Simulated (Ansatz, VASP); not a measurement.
**MgB: VASP beside Ansatz**

One calculation is typed for both programs; each brings its own data sets and cutoff. How far apart do they land? The cell is invented: As first built, before any earlier steps moved the atoms (in the runner's words): it takes the MgAl structure with some of its atoms replaced by other elements, volume scaled by an estimate. It may not be a known or stable phase. The cell is taken from a series of VASP runs on this material, whose earlier steps may have relaxed, scaled or displaced it; both programs get it as it stands. Other levels of theory on this material are compared in a session of their own.

Program: Ansatz 0.2.0. Level of theory: plane waves, with VASP 6.6.1 beside it; band structure at r2SCAN. Results are calculated unless marked as measured.

## Step 1: Starting point

It takes space group Pm-3m (No. 221, cubic). The conventional cell has a = 2.894 Å, b = 2.894 Å, c = 2.894 Å, α = 90.00°, β = 90.00°, γ = 90.00°. Nearest to Mg lie 8 B at 2.51 Å. Nearest to B lie 8 Mg at 2.51 Å. As first built, before any earlier steps moved the atoms (in the runner's words): sites of the MgAl structure (space group 123) filled with other elements, volume scaled by an estimate. Farther neighbours are not listed.

## Step 2: VASP: band structure, r2SCAN

A single point gives forces, pressure and levels at one fixed geometry, so differences don't come from the geometry; what else differs is listed under the comparison.

Lines of VASP's logs that name or quote its potential files are left out, and so is its time.

Input file INCAR:

```
SYSTEM = MgB
PREC = Accurate
ENCUT = 420
EDIFF = 1E-06
NELM = 100
ISMEAR = 0
SIGMA = 0.02
LREAL = .FALSE.
ALGO = Normal
METAGGA = R2SCAN
LASPH = .TRUE.
LORBIT = 11
LWAVE = .FALSE.
LCHARG = .FALSE.
KPAR = 4
```

Input file POSCAR:

```
MgB
1.0
    2.8941936783      0.0000000000      0.0000000000
    0.0000000000      2.8941936783      0.0000000000
    0.0000000000      0.0000000000      2.8941936783
Mg B
1 1
Direct
    0.5000000000      0.5000000000      0.5000000000
    0.0000000000      0.0000000000      0.0000000000
```

Input file KPOINTS:

```
Automatic mesh
0
Gamma
5 5 5
0 0 0
```

Input file KPOINTS_OPT:

```
Line mode
16
Line-mode
Reciprocal
  0.00000000   0.00000000   0.00000000 GAMMA
  0.00000000   0.50000000   0.00000000 X

  0.00000000   0.50000000   0.00000000 X
  0.50000000   0.50000000   0.00000000 M

  0.50000000   0.50000000   0.00000000 M
  0.00000000   0.00000000   0.00000000 GAMMA

  0.00000000   0.00000000   0.00000000 GAMMA
  0.50000000   0.50000000   0.50000000 R

  0.50000000   0.50000000   0.50000000 R
  0.00000000   0.50000000   0.00000000 X

  0.50000000   0.50000000   0.00000000 M
  0.50000000   0.50000000   0.50000000 R
```

PAW data sets: Mg and B (PBE family, release 64).

Command:

```console
mpirun -np 4 vasp_std
```

Numbers of over 12 decimals in the logs are rounded to 6 here.

The program printed:

```text
[banner, memory and clock lines left out]
running    4 mpi-ranks, on    1 nodes
 distrk:  each k-point on    1 cores,    4 groups
 distr:  one band on    1 cores,    1 groups

 POSCAR found type information on POSCAR MgB
 POSCAR found :  2 types and       2 ions
|                                                                             |
|               ----> ADVICE to this user running VASP <----                  |
|                                                                             |
|     You enforced a specific xc type in the INCAR file but a different       |
|     [... a line on the potential file left out ...]
|     I HOPE YOU KNOW WHAT YOU ARE DOING!                                     |
|                                                                             |

 LDA part: xc-table for (None), standard interpolation
 POSCAR, INCAR and KPOINTS ok, starting setup
 FFT: planning ... GRIDC
 FFT: planning ... GRID_SOFT
 FFT: planning ... GRID
 WAVECAR not read
 entering main loop
       N       E                     dE             d eps       ncg     rms          rms(c)
DAV:   1    -0.431367182042E+01   -0.43137E+01   -0.15993E+03   120   0.532E+02
DAV:   2    -0.104166740147E+02   -0.61030E+01   -0.56530E+01   162   0.537E+01
DAV:   3    -0.105027538323E+02   -0.86080E-01   -0.86080E-01   156   0.806E+00
DAV:   4    -0.105032814010E+02   -0.52757E-03   -0.52757E-03   174   0.582E-01
DAV:   5    -0.105032874628E+02   -0.60618E-05   -0.60620E-05   156   0.253E-02    0.184E+00
DAV:   6    -0.986938676488E+01    0.63390E+00   -0.30022E-01   126   0.424E+00    0.107E+00
DAV:   7    -0.984210791204E+01    0.27279E-01   -0.76979E-02   144   0.181E+00    0.354E-01
DAV:   8    -0.984152089857E+01    0.58701E-03   -0.46619E-03   138   0.679E-01    0.839E-02
DAV:   9    -0.984131932276E+01    0.20158E-03   -0.12051E-03   144   0.227E-01    0.216E-02
DAV:  10    -0.984131241682E+01    0.69059E-05   -0.21778E-05   150   0.427E-02    0.772E-03
DAV:  11    -0.984131166922E+01    0.74760E-06   -0.62541E-06   156   0.183E-02
   1 F= -.98413117E+01 E0= -.98408457E+01  d E =-.931948E-03
 Start KPOINTS_OPT (optional k-point list driver)
k-point batch [1-10\96]
       N       E                     dE             ncg
DAV:   1     0.820323692581E+02   -0.21842E+03      126
DAV:   2     0.869457849997E+01   -0.73338E+02      168
DAV:   3     0.756176749410E+01   -0.11328E+01      162
DAV:   4     0.755984089312E+01   -0.19266E-02      180
DAV:   5     0.755983930165E+01   -0.15915E-05      138
DAV:   6     0.755983929001E+01   -0.11637E-07      132
[...]
k-point batch [91-96\96]
       N       E                     dE             ncg
DAV:   1     0.885372937727E+03   -0.12567E+04       72
DAV:   2     0.856854302442E+03   -0.28519E+02       84
DAV:   3     0.856117746904E+03   -0.73656E+00       84
DAV:   4     0.856115647886E+03   -0.20990E-02      102
DAV:   5     0.856115641739E+03   -0.61464E-05       78
DAV:   6     0.856115641730E+03   -0.90361E-08       78
```

From OUTCAR (step 2):

```text
ion  position               nearest neighbor table
   1  0.500  0.500  0.500-   2 2.51   2 2.51   2 2.51   2 2.51   2 2.51   2 2.51   2 2.51   2 2.51

  LATTYP: Found a simple cubic cell.
 ALAT       =     2.8941936783

 Subroutine GETGRP returns: Found 48 space group operations
 (whereof 48 operations were pure point group operations)

The static configuration has the point symmetry O_h .

 Found     10 irreducible k-points:

   k-points           NKPTS =     10   k-points in BZ     NKDIM =     10   number of bands    NBANDS=      6

   dimension x,y,z NGX =    20 NGY =   20 NGZ =   20
   dimension x,y,z NGXF=    40 NGYF=   40 NGZF=   40

   ENCUT  =  420.0 eV  30.87 Ry    5.56 a.u.   4.84  4.84  4.84*2*pi/ulx,y,z

   NELECT =       5.0000    total number of electrons

 k-points in reciprocal lattice and weights: Automatic mesh
   0.00000000  0.00000000  0.00000000       0.008
   0.20000000  0.00000000  0.00000000       0.048
   0.40000000  0.00000000  0.00000000       0.048
   0.20000000  0.20000000  0.00000000       0.096
   0.40000000  0.20000000  0.00000000       0.192
   0.40000000  0.40000000  0.00000000       0.096
   0.20000000  0.20000000  0.20000000       0.064
   0.40000000  0.20000000  0.20000000       0.192
   0.40000000  0.40000000  0.20000000       0.192
   0.40000000  0.40000000  0.40000000       0.064

 average (electrostatic) potential at core
       1 -39.6856       2 -29.6120

 E-fermi :   4.7029

 k-point     1 :       0.0000    0.0000    0.0000
  band No.  band energies     occupation
      1      -6.8568      2.00000
      2       7.3892      0.00000
      3       7.3892      0.00000
      4       7.3892      0.00000
      5      12.0236      0.00000
      6      12.0236      0.00000

 k-point     2 :       0.2000    0.0000    0.0000
  band No.  band energies     occupation
      1      -6.1953      2.00000
      2       3.7958      2.00000
      3       7.7578      0.00000
      4       7.7578      0.00000
      5      12.7770      0.00000
      6      14.1816      0.00000

 k-point     3 :       0.4000    0.0000    0.0000
  band No.  band energies     occupation
      1      -4.3630      2.00000
      2      -0.3520      2.00000
      3       8.4892      0.00000
      4       8.4892      0.00000
      5      15.0068      0.00000
      6      15.5947      0.00000

  Total       -0.0966528     -0.0966528     -0.0966528     -0.0000000     -0.0000000      0.0000000
  in kB       -6.3876680     -6.3876680     -6.3876680     -0.0000000     -0.0000000      0.0000000
  external PRESSURE =      -6.3876680 kB  Pullay stress =       0.0000000 kB

  energy-cutoff  :      420.00
  volume of cell :       24.24
      direct lattice vectors                 reciprocal lattice vectors
     2.894193678  0.000000000  0.000000000     0.345519378  0.000000000  0.000000000
     0.000000000  2.894193678  0.000000000     0.000000000  0.345519378  0.000000000
     0.000000000  0.000000000  2.894193678     0.000000000  0.000000000  0.345519378

 POSITION                                       TOTAL-FORCE (eV/Angst)
 -----------------------------------------------------------------------------------
      1.44710      1.44710      1.44710         0.000000      0.000000      0.000000
      0.00000      0.00000      0.00000         0.000000      0.000000      0.000000
 -----------------------------------------------------------------------------------
    total drift:                               -0.000000      0.000000     -0.000000

  FREE ENERGIE OF THE ION-ELECTRON SYSTEM (eV)
  ---------------------------------------------------
  free  energy   TOTEN  =        -9.8413116692 eV

  energy  without entropy=       -9.8403797211  energy(sigma->0) =       -9.84084570

 total charge
# of ion       s       p       d       tot
------------------------------------------
    1        0.161   0.184   0.047   0.392
    2        0.767   0.840   0.000   1.607
--------------------------------------------------
tot          0.928   1.024   0.047   1.999

[... 3 further parts left out ...]
```

The run ends at a pressure of -0.64 GPa.

## Step 3: Ansatz: band structure, r2SCAN

Ansatz runs on its default PAW (the set named soft_2) files.

The same cell, functional, mesh and smearing now go to Ansatz, which takes its cutoff from its data sets.

Input file input.yaml:

```yaml
crystal:
  lattice:
    - [2.8941936783, 0.0, 0.0]
    - [0.0, 2.8941936783, 0.0]
    - [0.0, 0.0, 2.8941936783]
  atoms:
    - { symbol: Mg, position: [0.5, 0.5, 0.5] }
    - { symbol: B, position: [0.0, 0.0, 0.0] }
hamiltonian:
  xc: r2scan
  pseudopotentials: { kind: paw }
kpoints:
  mp_grid: { grid: [5, 5, 5] }
  band_path:
    path:
      - [0.0, 0.0, 0.0]
      - [0.0, 0.1, 0.0]
      - [0.0, 0.2, 0.0]
      - [0.0, 0.3, 0.0]
      - [0.0, 0.43333, 0.0]
      - [0.0, 0.5, 0.0]
      - [0.1, 0.5, 0.0]
      - [0.2, 0.5, 0.0]
      - [0.33333, 0.5, 0.0]
      - [0.43333, 0.5, 0.0]
      - [0.5, 0.5, 0.0]
      - [0.36667, 0.36667, 0.0]
      - [0.26667, 0.26667, 0.0]
      - [0.16667, 0.16667, 0.0]
      - [0.06667, 0.06667, 0.0]
      - [0.03333, 0.03333, 0.03333]
      - [0.13333, 0.13333, 0.13333]
      - [0.23333, 0.23333, 0.23333]
      - [0.33333, 0.33333, 0.33333]
      - [0.46667, 0.46667, 0.46667]
      - [0.46667, 0.5, 0.46667]
      - [0.36667, 0.5, 0.36667]
      - [0.23333, 0.5, 0.23333]
      - [0.13333, 0.5, 0.13333]
      - [0.03333, 0.5, 0.03333]
      - [0.5, 0.5, 0.03333]
      - [0.5, 0.5, 0.16667]
      - [0.5, 0.5, 0.26667]
      - [0.5, 0.5, 0.36667]
      - [0.5, 0.5, 0.5]
    npoints: 1
scf:
  occupations: { method: gaussian, width: 0.02 }
  n_extra_bands: 7
output:
  forces: true
  stress: true
  eigenvalues: true
```

Command:

```console
ansatz run input.yaml --threads 2 --pin off --max-ram 4608MiB --backend cpu --events-out ev --progress --plain --runs-dir out
```

The program printed:

```text
scf.n_extra_bands = 7 over 7 filled bands (N_el = 13.0): the run solves 14 bands
Engine: ansatz 0.2.0, aarch64-unknown-linux-gnu
Pseudopotentials: kind: paw
Pseudopotential: Mg, paw, valence charge 10, recommended cutoff 500 eV (meta_gga), Mg.paw.azcp
Pseudopotential: B, paw, valence charge 3, recommended cutoff 500 eV (meta_gga), B.paw.azcp
Functional definition: r2SCAN
  parameter k0 = 0.174
  parameter k1 = 0.065
  parameter a1 = 4.9479
  exchange = r2scan_x(k0 = k0, k1 = k1, a1 = a1)
  correlation = r2scan_c
Crystal: 2 atoms, lattice volume = 24.243 Å³
Basis set: ecut = 500 eV, 619 PW (Γ), exchange–correlation on 96×96×96 points (64 copies of the dense FFT grid, shifted against one another)
Bands: 14, of which v1, the nominal top of the filled ones, is band 7 counted from 1 (6 counted from 0)
Symmetry: 48 space group operations
Space group: Pm-3m (ITA 221), of the structure as read, at distance tolerance 2.9e-5 Å
k-points: 10 of 125
Non-local potential: Mg, projectors of the file, l = 0: 3, l = 1: 2, l = 2: 1
Non-local potential: B, projectors of the file, l = 0: 2, l = 1: 2, l = 2: 1
PAW form: soft (Blöchl's): semilocal exchange-correlation on the pseudo side does not see the compensation charge
PAW frozen core: Mg, regenerated for the run's functional (the file was generated under x = pbe(κ = 0.804, μ = 0.219515), c = pbe(β = 0.066725))
PAW frozen core: B, regenerated for the run's functional (the file was generated under x = pbe(κ = 0.804, μ = 0.219515), c = pbe(β = 0.066725))
PAW one-centre angular grid: Mg, 302 points (default); XC on 224 Gauss nodes
PAW one-centre angular grid: B, 302 points (default); XC on 160 Gauss nodes
Initial density: superposition of atomic densities (neutral atoms: chi_scale 0, normalization atom), corrected by the library's trained network
Initial wavefunctions: pseudopotential atomic-orbital guess
Functional: x = r2scan, c = r2scan; τ floored in thin density (d = 2e-4 eV/Å³)
SCF iter   1: F=—  HF=-2081.267427 eV  |F-HF|=—  |Δ(HF+E_count)|=         —  Δρ=8.36e-3  dr2=7.59e-3  dr2_τ=3.21e-2  ethr=1.77e-3  ⟨swp⟩=6.0  Hψ=800  notcnv=0
preconditioner: auto → none  [insulator: Δε(μ)=0.196 eV  Ē_g=15.593 eV  σ=0.020 eV  W_gap=0.71  n_scr=6 (ndim 8)  ℏωp=16.9 eV  f_vac=0.000  D(μ)=4.66/eV (n_scr^D=80)  ε∞_Penn≈2.2]
SCF iter   2: F=—  HF=-2081.291811 eV  |F-HF|=—  |Δ(HF+E_count)|=   2.44e-2  Δρ=2.66e-3  dr2=8.59e-4  dr2_τ=5.03e-5  ethr=5.84e-5  ⟨swp⟩=2.3  Hψ=335  notcnv=0  defer=28
SCF iter   3: F=—  HF=-2081.292297 eV  |F-HF|=—  |Δ(HF+E_count)|=   4.86e-4  Δρ=8.72e-4  dr2=1.23e-4  dr2_τ=2.44e-6  ethr=6.61e-6  ⟨swp⟩=3.0  Hψ=224  notcnv=0  defer=28
SCF iter   4: F=—  HF=-2081.292377 eV  |F-HF|=—  |Δ(HF+E_count)|=   7.99e-5  Δρ=7.62e-5  dr2=1.14e-6  dr2_τ=2.57e-8  ethr=9.46e-7  ⟨swp⟩=2.1  Hψ=136  notcnv=0  defer=28
SCF iter   5: F=—  HF=-2081.292378 eV  |F-HF|=—  |Δ(HF+E_count)|=   6.87e-7  Δρ=1.02e-5  dr2=2.17e-8  dr2_τ=1.68e-10  ethr=8.77e-9  ⟨swp⟩=2.0  Hψ=137  notcnv=0  defer=28
SCF iter   6: F=-2081.292378 eV  HF=-2081.292378 eV  |F-HF|=8.23e-11  |Δ(HF+E_count)|=   4.94e-8  Δρ=1.21e-6  dr2=1.97e-10  dr2_τ=6.51e-12  ethr=1.67e-10  ⟨swp⟩=6.2  Hψ=630  notcnv=0
SCF 1 converged in 6 iterations: F = -2081.292378 eV  dr2 = 1.97e-10
  greatest PAW one-centre occupation: 1.000 electrons in one spin orbital (limit 2), on the Mg atom at site 0 (counted from 0), in its partial waves of l = 0
NSCF: frozen V_eff on 30 k-points
SCF converged after 6 iterations
Free energy (F): -2081.292378 eV
Harris-Foulkes:  -2081.292378 eV  (|F-HF|=8.23e-11)
Internal energy: -2081.291446 eV  (E = F + TS)
E sigma→0 (E₀):  -2081.291912 eV
Entropy (-TS):   -0.000932 eV (-0.466 meV/atom)
Fermi energy:    8.502772 eV
--- Per-component energies (eV) ---
  E_band       = -329.340978
  E_kinetic    = 117.948440
  E_local      = -1535.061506  (includes V_loc(G=0)·N_el)
  E_nonlocal   = 108.380886
  E_hartree    = 549.077697
  E_xc         = -57.078086
  E_vxc        = -78.545044  (∫ρ·V_xc dr)
  E_paw        = -375.463823  (= ΣΔE_a)
  E_vpaw       = -44.645967  (= ΣTr[D̂ρ^β])
  E_aug_tail   = -0.000003  (compensation charges beyond the density's cutoff)
  E_vtau       = 4.427011  (kinetic-family band-sum trace: ∫τ·v_τ [+ j·A + Jᵃ·Aᵃ] dr)
  E_ewald      = -889.050401
  E_core_change = -0.044650  (= ΣΔE_core)
  E_smearing   = -0.000932  (= −TS)
  E_closure    = -0.000000  (closes the sum)
  Σ components = -2081.292378   (vs F -2081.292378, Δ=0.00e0)
--- Forces (eV/Å), atoms counted from 1 ---
  atom   1  Mg     0.00000000     0.00000000    -0.00000000
  atom   2  B      0.00000000     0.00000000     0.00000000
  max |Σ_I F_I| component: 4.14e-30 eV/Å
--- Stress (GPa, compression-positive) ---
       -0.218235      -0.000000       0.000000
       -0.000000      -0.218235       0.000000
        0.000000       0.000000      -0.218235
  P = ⅓ Tr σ = -0.2182 GPa (-2.182 kbar)
--- Band table (eV; the first three rows and the last of 10) ---
  k-point 0: bands = [... 3 lower, -34.8406, -3.0615, 11.1895, 11.1895, 11.1895, 15.8036, 15.8036, 18.3179, ... 3 higher]
  k-point 1: bands = [... 3 lower, -34.8389, -2.3955, 7.5972, 11.5570, 11.5570, 16.5552, 17.9801, 20.3803, ... 3 higher]
  k-point 2: bands = [... 3 lower, -34.8362, -0.5545, 3.4513, 12.2857, 12.2857, 18.7784, 19.4035, 21.6010, ... 3 higher]
  k-point 9: bands = [... 3 lower, -34.8772, 3.9994, 7.0167, 7.0167, 8.2491, 13.7286, 13.7286, 13.8705, ... 3 higher]
```

The job ended after 1.2 s (2 threads of Arm Neoverse V2, shared host; peak memory 0.3 GiB).

## Step 4: Side by side

Known differences besides the potentials themselves: VASP keeps PBE cores, Ansatz makes them for the functional; the data sets hold 13 valence electrons in Ansatz (default PAW (the set named soft_2) files) and 5 in VASP; the cutoff is 500 eV in Ansatz and 420 eV in VASP. Total energies have different zeros and are not compared.

The two programs side by side:

| quantity | Ansatz | VASP | difference |
| --- | --- | --- | --- |
| pressure (GPa) | -0.22 | -0.64 | +0.42 |

Levels from 3 eV below to 2 eV above the Fermi level differ by 4 meV r.m.s. and 8 meV at most; each VASP level is matched to the nearest of Ansatz, which flatters the figure a little.

## Step 5: Summary of results

- r.m.s. difference of levels near the Fermi level (band structure, r2SCAN): 3.7 meV

**Reading.** The r.m.s. difference of levels near the Fermi level is 3.7 meV (band structure, r2SCAN), within the 80 meV picked in this series as the mark of a large difference. 3 further runs of this series are not shown here. Such differences can come from data sets, numerical settings and the points named under the comparisons, not from the functional's error against experiment.

[Lines on the potential files, build, host, timing and source positions are cut from VASP's logs without a mark.]

[Logs are printed without paths, hosts, clocks, repeated set-up lines and the standing remarks that a program may print on its own settings, such as how far it seeks lower states.]

[Hosts, paths, dates, database ids (printed as entryN), source tags and the programs' standing remarks are cut or masked in the printed files.]
